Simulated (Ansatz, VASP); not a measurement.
# Cross-check of Os (Osmium) between VASP and Ansatz, part 2 of 2

Wanted: the spread between two codes on one cell, functional and k mesh. Of the first pair: The cell is taken from a series of runs on this material, whose earlier steps may have relaxed, scaled, displaced or heated it; both programs get it as it stands.

VASP 6.6.1 and Ansatz 0.2.0.

So far: The structure; Ansatz: relaxation of cell and atoms, LDA, pair 1; VASP: relaxation of cell and atoms, LDA, pair 1; Side by side; VASP: relaxation of cell and atoms, LDA, pair 2.

## (6) Ansatz: relaxation of cell and atoms, LDA, pair 2

Level of this step: Ansatz beside VASP: Kohn-Sham DFT, plane waves, LDA (Ansatz).

The same cell, functional (in two slightly different forms), mesh and smearing now go to Ansatz, which takes its cutoff from its data sets.

The cell is taken from a series of runs on this material, whose earlier steps may have relaxed, scaled, displaced or heated it; both programs get it as it stands.

Input file input.yaml:

```yaml
crystal:
  lattice:
    - [2.7146117583, 0.0, 0.0]
    - [-1.3573058791, 2.3509227441, 0.0]
    - [0.0, 0.0, 4.2933614964]
  atoms:
    - { symbol: Os, position: [0.3333333333, 0.6666666667, 0.25] }
    - { symbol: Os, position: [0.6666666667, 0.3333333333, 0.75] }
kpoints:
  mp_grid: { grid: [18, 18, 12] }
hamiltonian:
  xc: lda
  pseudopotentials: { kind: paw, azcp: { folder: soft_1 }, xc_functional: pbe }
scf:
  occupations: { method: methfessel_paxton, width: 0.2 }
output:
  forces: true
  stress: true
  eigenvalues: true
relax:
  adjacent_minimum: "off"
  f_tol: 0.001
  max_steps: 60
  cell: { stress_tol: 0.01 }
```

On the command line:

```sh
> ansatz run input.yaml --threads 4 --pin off --max-ram 10240MiB --backend cpu --events-out ev --progress --plain --runs-dir out
```

Numbers of over 12 decimals in the logs are rounded to 6 here.

The log of the run:

```text
[...]
Crystal: 2 atoms, lattice volume = 27.400 Å³
Basis set: ecut = 420 eV, 537 PW (Γ)
Bands: 20, of which v1, the nominal top of the filled ones, is band 16 counted from 1 (15 counted from 0)
Symmetry: 24 space group operations
[...]
k-points: 259 of 3888
[...]
k-point 258: bands = [... 12 lower, 22.8097, 22.8097, 24.8823, 24.8823, 27.9804, 27.9804, 34.8860, 34.8860]
--- Relaxed structure (3 steps of the walk, 2 accepted, 1 SCFs on fresh bases) ---
[...]
cell:  # Å, volume = 27.3966 Å³
    - [2.715256, -2.8874358668644716e-11, 0.0]
    - [-1.357628, 2.351481, 0.0]
    - [0.0, 0.0, 4.290865]
  atoms:
    - { symbol: Os, position: [0.333333, 0.666667, 0.25] }
    - { symbol: Os, position: [0.666667, 0.333333, 0.750000] }
[key lines of the parts left out:]
SCF converged after 4 iterations
Free energy (F): -22239.070714 eV
Fermi energy:    26.299754 eV
P = ⅓ Tr σ = -0.0008 GPa (-0.008 kbar)
```

## (7) Differences

What differs besides the data sets and the points named for the pairs above, as far as they apply: the data sets hold 32 valence electrons in Ansatz (on its PAW soft_1 files) and 16 in VASP. Total energies have different zeros and are not compared.

The two programs side by side:

| quantity | Ansatz | VASP | difference |
| --- | --- | --- | --- |
| volume (Å³) | 27.40 | 27.47 | -0.26 % |
| edge a after relaxation, in the typed setting (Å) | 2.715 | 2.718 | -0.10 % |
| edge c after relaxation, in the typed setting (Å) | 4.291 | 4.294 | -0.06 % |

## (8) Ansatz: relaxation, LDA

This run makes the geometry at which the two programs are then compared.

The structure compared here is the end of the Ansatz relaxation.

input.yaml, the sections that differ from step 6:

```yaml
crystal:
  lattice:
    - [2.6066461986, 0.0, 0.0]
    - [-1.3033230993, 2.2574218267, 0.0]
    - [0.0, 0.0, 4.3597574363]
  atoms:
    - { symbol: Os, position: [0.3333333333, 0.6666666667, 0.25] }
    - { symbol: Os, position: [0.6666666667, 0.3333333333, 0.75] }
relax:
  adjacent_minimum: "off"
  f_tol: 0.001
  max_steps: 60
  cell: { stress_tol: 0.01, fix: [a, b, gamma] }
# kpoints, hamiltonian, scf, output: as in step 6
```

The log of the run:

```text
[...]
Crystal: 2 atoms, lattice volume = 25.654 Å³
Basis set: ecut = 420 eV, 537 PW (Γ)
Bands: 20, of which v1, the nominal top of the filled ones, is band 16 counted from 1 (15 counted from 0)
Symmetry: 24 space group operations
[...]
k-points: 259 of 3888
[...]
k-point 258: bands = [... 12 lower, 24.5324, 24.5324, 26.5335, 26.5335, 30.3161, 30.3161, 37.6707, 37.6707]
--- Relaxed structure (4 steps of the walk, 3 accepted, 1 SCFs on fresh bases) ---
[...]
cell:  # Å, volume = 25.7989 Å³
    - [2.606646, 0, 0.0]
    - [-1.303323, 2.257422, 0.0]
    - [0.0, 0.0, 4.384364]
  atoms:
    - { symbol: Os, position: [0.333333, 0.666667, 0.25] }
    - { symbol: Os, position: [0.666667, 0.333333, 0.75] }
[key lines of the parts left out:]
SCF converged after 5 iterations
Free energy (F): -22238.770354 eV
Fermi energy:    28.266475 eV
P = ⅓ Tr σ = 32.0631 GPa (320.631 kbar)
```

## (9) VASP: single point, LDA

The same cell, functional (in two slightly different forms), mesh and smearing now go to VASP, with its own data sets.

Input file INCAR:

```
SYSTEM = Os
PREC = Accurate
ENCUT = 600
EDIFF = 1E-06
NELM = 120
ISMEAR = 1
SIGMA = 0.2
LREAL = .FALSE.
ALGO = Normal
GGA = CA
NBANDS = 14
LASPH = .TRUE.
LORBIT = 11
LWAVE = .FALSE.
LCHARG = .FALSE.
ISIF = 2
GGA_COMPAT = .FALSE.
KPAR = 2
```

Input file POSCAR:

```
Os
1.0
    2.6066461986      0.0000000000      0.0000000000
   -1.3033230993      2.2574218267      0.0000000000
    0.0000000000      0.0000000000      4.3843639226
Os
2
Direct
    0.3333333333      0.6666666667      0.2500000000
    0.6666666667      0.3333333333      0.7500000000
```

Input file KPOINTS:

```
Automatic mesh
0
Gamma
18 18 12
0 0 0
```

The projector-augmented-wave data sets are Os (LDA family, release 64).

On the command line:

```sh
> mpirun -np 2 vasp_std
```

The log of the run:

```text
[... set-up lines as in an earlier step ...]
 entering main loop
       N       E                     dE             d eps       ncg     rms          rms(c)
DAV:   1     0.118499099656E+03    0.11850E+03   -0.84023E+03  7252   0.125E+03
DAV:   2    -0.206980595532E+02   -0.13920E+03   -0.12339E+03  7474   0.371E+02
DAV:   3    -0.264307684100E+02   -0.57327E+01   -0.54806E+01  9540   0.679E+01
DAV:   4    -0.264830689293E+02   -0.52301E-01   -0.52072E-01  8044   0.643E+00
[...]
DAV:  10    -0.249936146170E+02    0.87536E-07   -0.21273E-05  8782   0.352E-02    0.997E-03
DAV:  11    -0.249936091433E+02    0.54737E-05   -0.15874E-06  6530   0.166E-02    0.174E-03
DAV:  12    -0.249936090258E+02    0.11751E-06   -0.10682E-07  4430   0.291E-03
   1 F= -.24993609E+02 E0= -.24992569E+02  d E =-.312032E-02
```

OUTCAR, selected parts (step 9):

```text
  Total        8.0764667      8.0764667      0.3639428      0.0000000     -0.0000000      0.0000000
  in kB      501.5688816    501.5688816     22.6017624      0.0000000     -0.0000000      0.0000000
  external PRESSURE =     341.9131752 kB  Pullay stress =       0.0000000 kB

 POSITION                                       TOTAL-FORCE (eV/Angst)
 -----------------------------------------------------------------------------------
     -0.00000      1.50495      1.09609        -0.000000      0.000000      0.000000
      1.30332      0.75247      3.28827         0.000000     -0.000000      0.000000
 -----------------------------------------------------------------------------------
    total drift:                               -0.000000      0.000000     -0.000000

  FREE ENERGIE OF THE ION-ELECTRON SYSTEM (eV)
  ---------------------------------------------------
  free  energy   TOTEN  =       -24.9936090258 eV

  energy  without entropy=      -24.9904887018  energy(sigma->0) =      -24.99256892

[... 1 part as in an earlier step ...]

[... 2 further parts left out ...]
[key lines of the parts left out:]
E-fermi :  10.6982
```

The run ends at a pressure of 34.19 GPa.

## (10) Comparison

What differs besides the data sets and the points named for the pairs above, as far as they apply: the data sets hold 32 valence electrons in Ansatz (on its PAW soft_1 files) and 16 in VASP; Ansatz's pressure holds a Pulay correction, VASP's none. Total energies have different zeros and are not compared.

The two programs side by side:

| quantity | Ansatz | VASP | difference |
| --- | --- | --- | --- |
| pressure (GPa) | 32.06 | 34.19 | -2.13 |

## (11) Other set-ups

Further runs change the set-up of one program: Ansatz's method, potentials or start, or VASP's data sets, cutoff or form of LDA. The table gives that difference for each run.

| run | pressure (GPa) |
| --- | --- |
| as above | -2.1 |
| VASP with the data sets Os_sv_GW and a cutoff of 500 eV | 0.29 |

## (12) Outcome

```yaml
difference_in_volume_relaxation_of_cell_and_atoms_lda_pair_1: -0.26 %
difference_in_volume_relaxation_of_cell_and_atoms_lda_pair_2: -0.26 %
difference_in_pressure_single_point_lda: -2.1 GPa
```

**Reading.** The difference in pressure is -2.1 GPa (single point, LDA), beyond the 1 GPa picked in this series as the mark of a large difference. The data sets hold unlike numbers of valence electrons (32 in Ansatz and 16 in VASP), so part of the differences comes from the potentials. Single point, LDA, VASP with the data sets Os_sv_GW and a cutoff of 500 eV: the difference in pressure goes from -2.1 to 0.29 GPa. 5 further runs of this series are not shown here. How closely two codes agree says nothing of how well the functional describes the real material.

[Lines on the potential files, build, host, timing and source positions are cut from VASP's logs without a mark.]

[Logs are printed without paths, hosts, clocks, repeated set-up lines and the standing remarks that a program may print on its own settings, such as how far it seeks lower states.]

[Hosts, paths, dates, database ids (printed as entryN), source tags and the programs' standing remarks are cut or masked in the printed files.]
